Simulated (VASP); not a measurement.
VASP runs on SbN (a trial cell in the CsCl structure, space group Pm-3m) share one base input (PBE GGA, plane waves, VASP's PBE PAW potentials (set 64)) and change the settings named in each case.

INCAR:
```
SYSTEM = SbN
PREC = Accurate
ENCUT = 520
EDIFF = 1E-6
NELM = 100
ALGO = Normal
LREAL = .FALSE.
LASPH = .TRUE.
ISMEAR = 0
SIGMA = 0.05
GGA = PE
LMAXMIX = 4
LWAVE = .FALSE.
LCHARG = .FALSE.
ISIF = 2
```

**POSCAR**
```
SbN
2.8242990
  1.0000000000   0.0000000000   0.0000000000
  0.0000000000   1.0000000000   0.0000000000
  0.0000000000   0.0000000000   1.0000000000
Sb N
1 1
direct
  0.0000000000   0.0000000000   0.0000000000
  0.5000000000   0.5000000000   0.5000000000
```

File KPOINTS:
```
Automatic mesh
0
gamma
8 8 8
```

POTCAR, in this order: Sb N (PBE.64 set). Program: vasp_std.

| change | electronic steps |
|---|---|
| base run | 15 |
| ALGO = Fast | 14 |
| ALGO = VeryFast | 20 |
| ALGO = All | 14 |
| ALGO = Damped | 23 |
| ALGO = Conjugate | 14 |
 Unless said otherwise, spin-orbit coupling is left out, though it shifts the bands of the heavy elements here.

Left out are runs that ran out of time, are held back, or changed the cell or the kind of run, fixed moments of cells without a moment, rows past the twelfth, gaps on odd meshes, pressures of charged cells and columns that move by less than the noise.

The structure was generated: SbN was put into the CsCl type (Pm-3m), which need not be its known phase. The cell was not relaxed at this level.
